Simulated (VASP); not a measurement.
Computed with PBE GGA, VASP's PBE PAW potentials (set 64) (plane waves; VASP).

Input for VASP

POSCAR:
```
CdSe
1
    4.4077990000     0.0000000000     0.0000000000
   -2.2038990000     3.8172650000     0.0000000000
    0.0000000000     0.0000000000    21.6288790000
Cd Se
6 6
Direct
  0.0000000000   0.0000000000   0.0000000000
  0.0000000000   0.0000000000   0.5000000000
  0.6666670000   0.3333330000   0.8332500000
  0.3333330000   0.6666670000   0.3332500000
  0.6666670000   0.3333330000   0.1665000000
  0.3333330000   0.6666670000   0.6665000000
  0.0000000000   0.0000000000   0.8746000000
  0.0000000000   0.0000000000   0.3746000000
  0.6666670000   0.3333330000   0.7078500000
  0.3333330000   0.6666670000   0.2078500000
  0.6666670000   0.3333330000   0.0415000000
  0.3333330000   0.6666670000   0.5415000000
```

### INCAR
```
ALGO = Normal
EDIFF = 1E-09
ENCUT = 420
GGA = PE
ISIF = 2
ISMEAR = -1
LASPH = .TRUE.
LCHARG = .FALSE.
LMAXMIX = 4
LREAL = .FALSE.
LWAVE = .FALSE.
NELM = 100
PREC = Accurate
SIGMA = 0.136
SYSTEM = CdSe
```

**KPOINTS**
```
Regular mesh
0
G
6 6 2
```

POTCAR, in this order: Cd Se (PBE.64 set). Program: vasp_std.

Output

File OUTCAR:
```
 ion  position               nearest neighbor table
   1  0.000  0.000  0.000-  11 2.70  11 2.70  11 2.70   7 2.71
   2  0.000  0.000  0.500-  12 2.70  12 2.70  12 2.70   8 2.71
   3  0.667  0.333  0.833-   7 2.70   7 2.70   7 2.70   9 2.71
   4  0.333  0.667  0.333-   8 2.70   8 2.70   8 2.70  10 2.71
   5  0.667  0.333  0.166-  10 2.70  10 2.70  10 2.70  11 2.70
   6  0.333  0.667  0.666-   9 2.70   9 2.70   9 2.70  12 2.70
   7  0.000  0.000  0.875-   3 2.70   3 2.70   3 2.70   1 2.71
   8  0.000  0.000  0.375-   4 2.70   4 2.70   4 2.70   2 2.71
   9  0.667  0.333  0.708-   6 2.70   6 2.70   6 2.70   3 2.71
  10  0.333  0.667  0.208-   5 2.70   5 2.70   5 2.70   4 2.71
  11  0.667  0.333  0.041-   1 2.70   1 2.70   1 2.70   5 2.70
  12  0.333  0.667  0.541-   2 2.70   2 2.70   2 2.70   6 2.70
  LATTYP: Found a hexagonal cell.
 ALAT       =     4.4077990000
 C/A-ratio  =     4.9069567374
 Subroutine PRICEL returns:
 Original cell was already a primitive cell.
 Subroutine GETGRP returns: Found 12 space group operations
The static configuration has the point symmetry C_3v.
 The point group associated with its full space group is C_6v.
The dynamic configuration has the point symmetry C_3v.
 Subroutine INISYM returns: Found 12 space group operations
 Subroutine IBZKPT returns following result:
 Found     14 irreducible k-points:
...
```

### OSZICAR
```
       N       E                     dE             d eps       ncg     rms          rms(c)
DAV:   1     0.683995766876E+03    0.68400E+03   -0.45403E+04  1792   0.128E+03
DAV:   2     0.103911409201E+02   -0.67360E+03   -0.65726E+03  2032   0.337E+02
DAV:   3    -0.346315967472E+02   -0.45023E+02   -0.44714E+02  2024   0.847E+01
DAV:   4    -0.352982740140E+02   -0.66668E+00   -0.66555E+00  2056   0.951E+00
DAV:   5    -0.353059151242E+02   -0.76411E-02   -0.76402E-02  2072   0.920E-01    0.136E+01
DAV:   6    -0.330572068359E+02    0.22487E+01   -0.52367E+00  2064   0.126E+01    0.108E+01
DAV:   7    -0.329909033336E+02    0.66304E-01   -0.20779E+00  1936   0.457E+00    0.344E+00
DAV:   8    -0.329667596294E+02    0.24144E-01   -0.26450E-01  1936   0.303E+00    0.723E-01
DAV:   9    -0.329679203862E+02   -0.11608E-02   -0.31926E-02  1984   0.124E+00    0.281E-01
DAV:  10    -0.329681152414E+02   -0.19486E-03   -0.30564E-03  2024   0.394E-01    0.105E-01
DAV:  11    -0.329684885741E+02   -0.37333E-03   -0.61714E-04  1928   0.102E-01    0.379E-02
DAV:  12    -0.329685295966E+02   -0.41022E-04   -0.10147E-04  2072   0.595E-02    0.181E-02
DAV:  13    -0.329685396523E+02   -0.10056E-04   -0.22445E-05  1912   0.285E-02    0.559E-03
DAV:  14    -0.329685409581E+02   -0.13058E-05   -0.33610E-06  2048   0.606E-03    0.188E-03
DAV:  15    -0.329685414401E+02   -0.48197E-06   -0.69901E-07  1952   0.385E-03    0.102E-03
DAV:  16    -0.329685414183E+02    0.21815E-07   -0.54998E-08  2040   0.105E-03    0.564E-04
DAV:  17    -0.329685414249E+02   -0.66248E-08   -0.43648E-09  1624   0.217E-04    0.180E-04
DAV:  18    -0.329685414472E+02   -0.22299E-07   -0.23386E-09  1520   0.147E-04    0.912E-05
DAV:  19    -0.329685414362E+02    0.10961E-07   -0.22038E-10  1136   0.644E-05    0.675E-05
DAV:  20    -0.329685414341E+02    0.21337E-08   -0.55444E-11  1016   0.375E-05    0.445E-05
DAV:  21    -0.329685414354E+02   -0.13060E-08   -0.19667E-11  1016   0.195E-05    0.191E-05
DAV:  22    -0.329685414342E+02    0.11969E-08   -0.29907E-11  1016   0.126E-05    0.484E-06
DAV:  23    -0.329685414344E+02   -0.22919E-09    0.20222E-11  1016   0.515E-06
   1 F= -.32968541E+02 E0= -.32961095E+02  d E =-.148937E-01
```

**OUTCAR**
```
------------------------ aborting loop because EDIFF is reached ----------------------------------------
  FORCE on cell =-STRESS in cart. coord.  units (eV):
  Direction    XX          YY          ZZ          XY          YZ          ZX
  --------------------------------------------------------------------------------------
  Total       -1.7537326     -1.7537318     -2.2756257     -0.0000002      0.0000000      0.0000000
  in kB       -7.7208633     -7.7208596    -10.0185140     -0.0000010      0.0000000      0.0000000
  external PRESSURE =      -8.4867456 kB  Pullay stress =       0.0000000 kB
  volume of cell :      363.92
      direct lattice vectors                 reciprocal lattice vectors
     4.407799000  0.000000000  0.000000000     0.226870599  0.130983803  0.000000000
    -2.203899000  3.817265000  0.000000000     0.000000000  0.261967665  0.000000000
     0.000000000  0.000000000 21.628879000     0.000000000  0.000000000  0.046234481
  FREE ENERGIE OF THE ION-ELECTRON SYSTEM (eV)
  ---------------------------------------------------
  free  energy   TOTEN  =       -32.9685414344 eV

  energy  without entropy=      -32.9536477673  energy(sigma->0) =      -32.96109460
```
(Selected blocks of OUTCAR.)

The structure was generated: CdSe was put into an ordered model structure, which need not be its known phase. The cell was not relaxed at this level. The run is one of a series of settings (EDIFF = 1E-09, ENCUT = 420, KPOINTS 6×6×2 Γ-centred mesh against the base run), some of them coarse on purpose.
